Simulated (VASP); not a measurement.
Given:

```
Te
1.0
    4.96358     0.00000     0.00000
   -2.48179     4.29859     0.00000
    0.00000     0.00000    10.27661
Te
4
Direct
  0.33333   0.66667   0.03437
  0.66667   0.33333   0.53437
  0.66667   0.33333   0.96563
  0.33333   0.66667   0.46563
```

The numbers are results of r2SCAN meta-GGA, VASP's PBE PAW potentials (set 64) (plane waves; VASP), not measurements. Run with 400 eV cut-off, 8×8×4 Γ-centred mesh, tetrahedra with Blöchl corrections, potentials Te.

Q: The job: Te (relaxed from the lonsdaleite structure, space group P6_3/mmc), 4 atoms, r2SCAN, static run, 400 eV, 8×8×4 Γ-centred mesh. Roughly how much core time does it take on a busy server core?

A: About 7 core-minutes (one run on a shared machine, a rough figure). It had 30 irreducible k-points, 16 bands, up to 4004 plane waves and 31 electronic steps.

The structure was generated: Te was put into the lonsdaleite type (P6_3/mmc), which need not be its known phase. It was relaxed first, which changed the volume by +65 %.
